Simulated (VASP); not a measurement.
Method: MS2 meta-GGA, VASP's PBE PAW potentials (set 64) (plane waves; VASP).

VASP ran on this input.

**POSCAR**
```
Co
1.0
  1.2243707259  -2.1206725238   0.0000000000
  1.2243707259   2.1206725238   0.0000000000
  0.0000000000   0.0000000000   3.9881486074
Co
2
Cart
  1.2243707259   0.7068922550   0.9970371518
  1.2243707259  -0.7068922550   2.9911114556
```

File KPOINTS:
```
Automatic mesh
0
Gamma
19 19 10
0 0 0
```

KPOINTS_OPT:
```
k-points along high-symmetry lines
6
Line-mode
Reciprocal
  0.000000   0.000000   0.000000 ! GAMMA
 -0.000000   0.500000   0.000000 ! M

 -0.000000   0.500000   0.000000 ! M
 -0.333333   0.666667   0.000000 ! K

 -0.333333   0.666667   0.000000 ! K
  0.000000   0.000000   0.000000 ! GAMMA

  0.000000   0.000000   0.000000 ! GAMMA
  0.000000   0.000000   0.500000 ! A

  0.000000   0.000000   0.500000 ! A
 -0.000000   0.500000   0.500000 ! L

 -0.000000   0.500000   0.500000 ! L
 -0.333333   0.666667   0.500000 ! H

 -0.333333   0.666667   0.500000 ! H
  0.000000   0.000000   0.500000 ! A

 -0.000000   0.500000   0.500000 ! L
 -0.000000   0.500000   0.000000 ! M

 -0.333333   0.666667   0.500000 ! H
 -0.333333   0.666667   0.000000 ! K
```

INCAR:
```
! general
SYSTEM =Co
PREC   =Accurate
ENCUT  =520
LREAL  =F
LASPH  =T

! electronic loop
EDIFF  =1E-7
NELM   =100
ALGO   =Normal
LMAXMIX=4
LMIXTAU=T

! smearing
ISMEAR =-5

! functional
METAGGA=MS2

! spin
ISPIN  =2
MAGMOM =2*1.7

! ions
ISIF   =2

! output
LWAVE  =F
LCHARG =F
LORBIT =11
NEDOS  =601
```

POTCAR, in this order: Co (PBE.64 set). Program: vasp_std.

The resulting files:

OUTCAR:
```
 ion  position               nearest neighbor table
   1  0.333  0.667  0.250-   2 2.44   2 2.44   2 2.44   2 2.44   2 2.44   2 2.44
   2  0.667  0.333  0.750-   1 2.44   1 2.44   1 2.44   1 2.44   1 2.44   1 2.44
  LATTYP: Found a hexagonal cell.
 ALAT       =     2.4487416417
 C/A-ratio  =     1.6286522594
 Subroutine PRICEL returns:
 Original cell was already a primitive cell.
 Subroutine GETGRP returns: Found 24 space group operations
The static configuration has the point symmetry D_3d.
 The point group associated with its full space group is D_6h.
The dynamic configuration has the point symmetry D_3d.
The overall configuration has the point symmetry D_3d.
 Subroutine INISYM returns: Found 24 space group operations
 Subroutine IBZKPT returns following result:
 Found    240 irreducible k-points:

 Following reciprocal coordinates:
            Coordinates               Weight
  0.000000  0.000000  0.000000      1.000000
  0.052632 -0.000000  0.000000      6.000000
  0.105263 -0.000000  0.000000      6.000000
  0.157895  0.000000  0.000000      6.000000
  0.210526 -0.000000  0.000000      6.000000
  0.263158  0.000000  0.000000      6.000000
...
```

OSZICAR:
```
       N       E                     dE             d eps       ncg     rms          rms(c)
DAV:   1     0.697697791981E+02    0.69770E+02   -0.81917E+03 14688   0.158E+03
DAV:   2    -0.308383974438E+02   -0.10061E+03   -0.93541E+02 14435   0.265E+02
DAV:   3    -0.334318543183E+02   -0.25935E+01   -0.25379E+01 17046   0.611E+01
DAV:   4    -0.334698601987E+02   -0.38006E-01   -0.37972E-01 21032   0.567E+00
DAV:   5    -0.334702282413E+02   -0.36804E-03   -0.36747E-03 17440   0.531E-01    0.286E+01
DAV:   6    -0.233422196538E+02    0.10128E+02   -0.79934E+01 15996   0.193E+02    0.229E+01
DAV:   7    -0.195934681299E+02    0.37488E+01   -0.10254E+01 17081   0.605E+01    0.839E+00
DAV:   8    -0.195635645294E+02    0.29904E-01   -0.49859E-01 20123   0.120E+01    0.133E+00
DAV:   9    -0.195616981217E+02    0.18664E-02   -0.11367E-02 17734   0.162E+00    0.130E+00
DAV:  10    -0.195601974850E+02    0.15006E-02   -0.95596E-03 16621   0.188E+00    0.594E-01
DAV:  11    -0.195619505308E+02   -0.17530E-02   -0.14121E-03 18894   0.597E-01    0.290E-01
DAV:  12    -0.195617081628E+02    0.24237E-03   -0.60932E-05 17637   0.114E-01    0.226E-01
DAV:  13    -0.195618141226E+02   -0.10596E-03   -0.24810E-04 17680   0.297E-01    0.586E-02
DAV:  14    -0.195618624504E+02   -0.48328E-04   -0.32675E-05 19860   0.979E-02    0.163E-02
DAV:  15    -0.195619303483E+02   -0.67898E-04   -0.24802E-05 19556   0.956E-02    0.205E-02
DAV:  16    -0.195619679474E+02   -0.37599E-04   -0.12522E-05 20657   0.572E-02    0.154E-02
DAV:  17    -0.195619648200E+02    0.31274E-05   -0.74600E-06 19148   0.489E-02    0.246E-03
DAV:  18    -0.195619536080E+02    0.11212E-04   -0.82946E-07 18182   0.157E-02    0.282E-03
DAV:  19    -0.195619489289E+02    0.46791E-05   -0.26455E-08  7771   0.281E-03    0.158E-03
DAV:  20    -0.195619470589E+02    0.18700E-05   -0.24906E-08  7634   0.274E-03    0.470E-04
DAV:  21    -0.195619472651E+02   -0.20616E-06   -0.68691E-09  7592   0.974E-04    0.725E-05
DAV:  22    -0.195619475578E+02   -0.29268E-06   -0.14430E-09  7550   0.489E-04    0.336E-05
DAV:  23    -0.195619475749E+02   -0.17134E-07   -0.30824E-10  7529   0.219E-04
   1 F= -.19561948E+02 E0= -.19561948E+02  d E =0.000000E+00  mag=     3.3399
       N       E                     dE             ncg
```

**OUTCAR**
```
------------------------ aborting loop because EDIFF is reached ----------------------------------------
  FORCE on cell =-STRESS in cart. coord.  units (eV):
  Direction    XX          YY          ZZ          XY          YZ          ZX
  --------------------------------------------------------------------------------------
  Total        0.0891771      0.0891771     -0.1052246      0.0000000      0.0000000      0.0000000
  in kB        6.8988368      6.8988382     -8.1402901      0.0000000      0.0000000      0.0000000
  external PRESSURE =       1.8857950 kB  Pullay stress =       0.0000000 kB
  volume of cell :       20.71
      direct lattice vectors                 reciprocal lattice vectors
     1.224370726 -2.120672524  0.000000000     0.408373044 -0.235774262  0.000000000
     1.224370726  2.120672524  0.000000000     0.408373044  0.235774262  0.000000000
     0.000000000  0.000000000  3.988148607     0.000000000  0.000000000  0.250742913
 POSITION                                       TOTAL-FORCE (eV/Angst)
 -----------------------------------------------------------------------------------
      1.22437      0.70689      0.99704        -0.000000      0.000000      0.000000
      1.22437     -0.70689      2.99111         0.000000     -0.000000      0.000000
 -----------------------------------------------------------------------------------
    total drift:                               -0.000000     -0.000017     -0.000029
  FREE ENERGIE OF THE ION-ELECTRON SYSTEM (eV)
  ---------------------------------------------------
  free  energy   TOTEN  =       -19.5619475749 eV

  energy  without entropy=      -19.5619475749  energy(sigma->0) =      -19.56194757

 total charge

# of ion       s       p       d       tot
------------------------------------------
    1        0.532   0.592   7.259   8.384
    2        0.532   0.592   7.259   8.384
--------------------------------------------------
tot          1.065   1.185  14.518  16.768

 magnetization (x)

# of ion       s       p       d       tot
------------------------------------------
    1       -0.003  -0.051   1.784   1.730
    2       -0.003  -0.051   1.784   1.730
--------------------------------------------------
tot         -0.006  -0.101   3.567   3.460
```
(Selected blocks of OUTCAR.)

For a metal the tetrahedron method with Blöchl corrections gives inexact stress and forces.

The compound is Co in the hcp structure. It was relaxed first, which changed the volume by -7 %.
